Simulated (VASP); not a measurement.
```xyz
2
Lattice="0.0000 3.0443 3.0443 3.0443 0.0000 3.0443 3.0443 3.0443 0.0000" Properties=species:S:1:pos:R:3 pbc="T T T"
Tb     0.0000     0.0000     0.0000
Te     3.0443     3.0443     3.0443
```

All values below come from PBEsol GGA with spin-orbit coupling, VASP's PBE PAW potentials (set 64) (plane waves; VASP). Settings: 400 eV cut-off, 9×9×9 Γ-centred mesh, Gaussian smearing of 0.050 eV, potentials Tb_3 Te.

The 4f electrons are frozen in the core of the lanthanide potential, so 4f levels, which can set the real gap, and their magnetism are missing.

**Question.** Give the energies of bands 9 to 21 at the high-symmetry points, in eV from the Fermi level.

**Answer.** 
```json
[
 {"band": "9", "Γ": "-2.79", "X": "-4.95", "U": "-5.00", "L": "-6.47", "W": "-4.88"},
 {"band": "10", "Γ": "-2.79", "X": "-4.95", "U": "-5.00", "L": "-6.47", "W": "-4.88"},
 {"band": "11", "Γ": "-1.78", "X": "-3.52", "U": "-4.71", "L": "-4.41", "W": "-4.45"},
 {"band": "12", "Γ": "-1.78", "X": "-3.52", "U": "-4.71", "L": "-4.41", "W": "-4.45"},
 {"band": "13", "Γ": "-1.78", "X": "-2.85", "U": "-3.73", "L": "-4.07", "W": "-4.38"},
 {"band": "14", "Γ": "-1.78", "X": "-2.85", "U": "-3.73", "L": "-4.07", "W": "-4.38"},
 {"band": "15", "Γ": "-0.36", "X": "-2.04", "U": "-0.54", "L": "1.73", "W": "0.76"},
 {"band": "16", "Γ": "-0.36", "X": "-2.04", "U": "-0.54", "L": "1.73", "W": "0.76"},
 {"band": "17", "Γ": "-0.36", "X": "1.40", "U": "2.18", "L": "1.87", "W": "0.94"},
 {"band": "18", "Γ": "-0.36", "X": "1.40", "U": "2.18", "L": "1.87", "W": "0.94"},
 {"band": "19", "Γ": "-0.21", "X": "1.42", "U": "2.36", "L": "1.95", "W": "1.54"},
 {"band": "20", "Γ": "-0.21", "X": "1.42", "U": "2.36", "L": "1.95", "W": "1.54"},
 {"band": "21", "Γ": "0.40", "X": "2.75", "U": "2.62", "L": "2.16", "W": "2.77"}
]
```

It has no gap at this level: it comes out as a metal or semimetal.

The structure comes from a computed database's TbTe entry (Fm-3m); how it stands against other phases isn't given here. It was relaxed first.
